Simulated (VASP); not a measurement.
The input files of a VASP run:

### KPOINTS
```
Automatic mesh
0
Gamma
7 7 7
0 0 0
```

File POSCAR:
```
Rb
1
   -2.8249988200     2.8249500793     2.8250264644
    2.8250419988    -2.8249473636     2.8249435717
    2.8249880981     2.8250424828    -2.8250134887
Rb
1
Direct
  0.0000000000   0.0000000000   0.0000000000
```

### INCAR
```
SYSTEM = Rb
PREC = Accurate
ENCUT = 400
EDIFF = 1E-6
NELM = 100
ALGO = Normal
LREAL = .FALSE.
LASPH = .TRUE.
ISMEAR = 1
SIGMA = 0.1
GGA = PE
LMAXMIX = 4
LWAVE = .FALSE.
LCHARG = .FALSE.
ISIF = 2
```

POTCAR, in this order: Rb_sv (PBE.64 set). Program: vasp_std.

Question: One choice in this input is risky. Which, and does it do harm here?

Answer: The risk: the lattice vectors carry noise near SYMPREC. Here it does no harm: the run (PBE GGA, plane waves, VASP's PBE PAW potentials (set 64)) converges to the same energy and pressure as with the safe setting.
File OSZICAR:
```
       N       E                     dE             d eps       ncg     rms          rms(c)
DAV:   1     0.409215049445E+02    0.40922E+02   -0.30699E+03   320   0.670E+02
DAV:   2     0.130749680789E+01   -0.39614E+02   -0.38949E+02   360   0.131E+02
DAV:   3    -0.845217102918E+00   -0.21527E+01   -0.21517E+01   448   0.352E+01
DAV:   4    -0.935621342051E+00   -0.90404E-01   -0.90404E-01   472   0.514E+00
DAV:   5    -0.936295763121E+00   -0.67442E-03   -0.67442E-03   544   0.391E-01    0.117E+00
DAV:   6    -0.936852446736E+00   -0.55668E-03   -0.17693E-03   440   0.288E-01    0.703E-01
DAV:   7    -0.937718930808E+00   -0.86648E-03   -0.34426E-03   440   0.393E-01    0.455E-02
DAV:   8    -0.937831626746E+00   -0.11270E-03   -0.15195E-04   416   0.120E-01    0.118E-02
DAV:   9    -0.937835727571E+00   -0.41008E-05   -0.63205E-06   568   0.174E-02    0.428E-03
DAV:  10    -0.937835828552E+00   -0.10098E-06   -0.17906E-06   432   0.868E-03
   1 F= -.93783583E+00 E0= -.93782776E+00  d E =-.242080E-04
```

The compound is Rb in the bcc structure. The cell was not relaxed at this level.
